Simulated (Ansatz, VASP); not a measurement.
# BePd3O4 in VASP and in Ansatz

```
CELL_PARAMETERS angstrom
3.26592 0.00000 0.00000
0.00000 3.26592 0.00000
0.00000 0.00000 8.10725
ATOMIC_POSITIONS crystal
Be 0.00000 0.00000 0.50000
Pd 0.50000 0.50000 0.29233
Pd 0.50000 0.50000 0.70767
Pd 0.00000 0.00000 0.00000
O 0.00000 0.50000 0.15912
O 0.50000 0.00000 0.15912
O 0.00000 0.50000 0.84088
O 0.50000 0.00000 0.84088
```

Alike in both runs: task single point; functional PBE; k mesh 6 × 6 × 2; occupations gaussian, width 0.1 eV; no spin polarisation.

|  | VASP | Ansatz |
| --- | --- | --- |
| version | VASP 6.6.1 | Ansatz 0.2.0 |
| potentials or method | VASP PAW PBE potentials, release 64 (Be, Pd, O) | scalar-relativistic, plane waves, PAW |
| plane-wave cutoff (eV) | 520 | 420 |
| valence electrons in the cell | 56 | 80 |

```tsv
	VASP	Ansatz	Ansatz less VASP
gap on the k mesh at the Fermi level (eV)	none	none	-
rms of the force components (eV/Å)	1.666	1.651	-0.0148
```

Atom by atom the forces differ by 0.015 eV/Å (rms over components). A gap of «none» marks a metal or a gap that the smearing closes. The two sets of potentials don't hold the same shells in valence.

Caveats: the k mesh is coarse (spacing up to 0.39 Å⁻¹), so the values aren't converged; forces of over 1 eV/Å show positions far from the minimum, so gaps and moduli don't describe the material at rest.
